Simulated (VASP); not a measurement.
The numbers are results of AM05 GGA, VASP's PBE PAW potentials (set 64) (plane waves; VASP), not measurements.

The input files of a VASP run:

KPOINTS:
```
Automatic mesh
0
Gamma
7 7 7
0 0 0
```

**INCAR**
```
SYSTEM = GaSb
PREC = Accurate
ENCUT = 520
EDIFF = 1E-6
NELM = 100
ALGO = Normal
LREAL = .FALSE.
LASPH = .TRUE.
ISMEAR = 0
SIGMA = 0.05
GGA = AM
LMAXMIX = 4
LWAVE = .FALSE.
LCHARG = .FALSE.
IBRION = 2
ISIF = 3
NSW = 60
EDIFFG = -0.01
```

POSCAR:
```
GaSb
1.0
  0.0000000000   3.0500000000   3.0500000000
  3.0500000000   0.0000000000   3.0500000000
  3.0500000000   3.0500000000   0.0000000000
Ga Sb
1 1
Cart
  0.0000000000   0.0000000000   0.0000000000
  1.5250000000   1.5250000000   1.5250000000
```

POTCAR, in this order: Ga_d Sb (PBE.64 set). Program: vasp_std.

Output of the run:

OSZICAR:
```
       N       E                     dE             d eps       ncg     rms          rms(c)
DAV:   1     0.779917678891E+02    0.77992E+02   -0.88917E+03   520   0.176E+03
DAV:   2    -0.215802278324E+01   -0.80150E+02   -0.78233E+02   600   0.310E+02
DAV:   3    -0.761053988167E+01   -0.54525E+01   -0.54344E+01   655   0.715E+01
DAV:   4    -0.770743708024E+01   -0.96897E-01   -0.96871E-01   571   0.107E+01
DAV:   5    -0.771030822369E+01   -0.28711E-02   -0.28711E-02   691   0.165E+00    0.307E+00
DAV:   6    -0.764759606122E+01    0.62712E-01   -0.90402E-02   710   0.570E+00    0.183E+00
DAV:   7    -0.762827549482E+01    0.19321E-01   -0.51742E-02   620   0.225E+00    0.362E-01
DAV:   8    -0.762971932963E+01   -0.14438E-02   -0.61543E-03   612   0.108E+00    0.957E-02
DAV:   9    -0.763053845737E+01   -0.81913E-03   -0.11631E-03   563   0.267E-01    0.380E-02
DAV:  10    -0.763058758668E+01   -0.49129E-04   -0.68526E-05   645   0.590E-02    0.106E-02
DAV:  11    -0.763061819770E+01   -0.30611E-04   -0.50562E-05   540   0.468E-02    0.498E-03
DAV:  12    -0.763061986134E+01   -0.16636E-05   -0.35415E-06   622   0.137E-02    0.819E-04
DAV:  13    -0.763061981178E+01    0.49562E-07   -0.12650E-07   335   0.429E-03
   1 F= -.76306198E+01 E0= -.76305526E+01  d E =-.763062E+01
       N       E                     dE             d eps       ncg     rms          rms(c)
DAV:   1    -0.768171774372E+01   -0.51098E-01   -0.69451E-01   680   0.156E+01    0.126E+00
DAV:   2    -0.764323037881E+01    0.38487E-01   -0.72999E-02   645   0.539E+00    0.585E-01
DAV:   3    -0.763346252509E+01    0.97679E-02   -0.13078E-02   680   0.205E+00    0.123E-01
DAV:   4    -0.763247192961E+01    0.99060E-03   -0.12897E-03   615   0.578E-01    0.412E-02
DAV:   5    -0.763239725996E+01    0.74670E-04   -0.82367E-05   624   0.121E-01    0.134E-02
DAV:   6    -0.763239338967E+01    0.38703E-05   -0.19050E-05   625   0.838E-02    0.510E-03
DAV:   7    -0.763239416193E+01   -0.77226E-06   -0.26121E-06   513   0.254E-02
   2 F= -.76323942E+01 E0= -.76322737E+01  d E =-.177435E-02
       N       E                     dE             d eps       ncg     rms          rms(c)
DAV:   1    -0.763334747869E+01   -0.95409E-03   -0.12290E-02   675   0.203E+00    0.170E-01
DAV:   2    -0.763265082783E+01    0.69665E-03   -0.13882E-03   645   0.767E-01    0.781E-02
DAV:   3    -0.763247900490E+01    0.17182E-03   -0.21170E-04   688   0.256E-01    0.177E-02
DAV:   4    -0.763246060000E+01    0.18405E-04   -0.21380E-05   621   0.704E-02    0.572E-03
DAV:   5    -0.763245888748E+01    0.17125E-05   -0.12668E-06   299   0.161E-02    0.129E-03
DAV:   6    -0.763245879626E+01    0.91227E-07   -0.31870E-07   260   0.108E-02
   3 F= -.76324588E+01 E0= -.76323326E+01  d E =-.183898E-02
```

### OUTCAR
```
------------------------ aborting loop because EDIFF is reached ----------------------------------------
  FORCE on cell =-STRESS in cart. coord.  units (eV):
  Direction    XX          YY          ZZ          XY          YZ          ZX
  --------------------------------------------------------------------------------------
  Total       -0.0082382     -0.0082382     -0.0082382      0.0000000      0.0000000     -0.0000000
  in kB       -0.2290257     -0.2290257     -0.2290257      0.0000000      0.0000000     -0.0000000
  external PRESSURE =      -0.2290257 kB  Pullay stress =       0.0000000 kB
  volume of cell :       57.63
      direct lattice vectors                 reciprocal lattice vectors
     0.000000000  3.065790379  3.065790379    -0.163090081  0.163090081  0.163090081
     3.065790379 -0.000000000  3.065790379     0.163090081 -0.163090081  0.163090081
     3.065790379  3.065790379  0.000000000     0.163090081  0.163090081 -0.163090081
  FREE ENERGIE OF THE ION-ELECTRON SYSTEM (eV)
  ---------------------------------------------------
  free  energy   TOTEN  =        -7.6324587963 eV

  energy  without entropy=       -7.6322065024  energy(sigma->0) =       -7.63233265

 reached required accuracy - stopping structural energy minimisation
```
(Selected blocks of OUTCAR.)

CONTCAR:
```
GaSb
   1.00000000000000
     0.0000000000000000    3.0657903785106750    3.0657903785106750
     3.0657903785106750   -0.0000000000000000    3.0657903785106750
     3.0657903785106750    3.0657903785106750    0.0000000000000000
  Ga              Sb
     1     1
Direct
     0.0000000000000000    0.0000000000000000    0.0000000000000000
     0.2500000000000000    0.2500000000000000    0.2500000000000000
```

The compound is GaSb in the zinc blende structure. This run relaxes it. Symmetry was kept, so distortions that lower it aren't found.
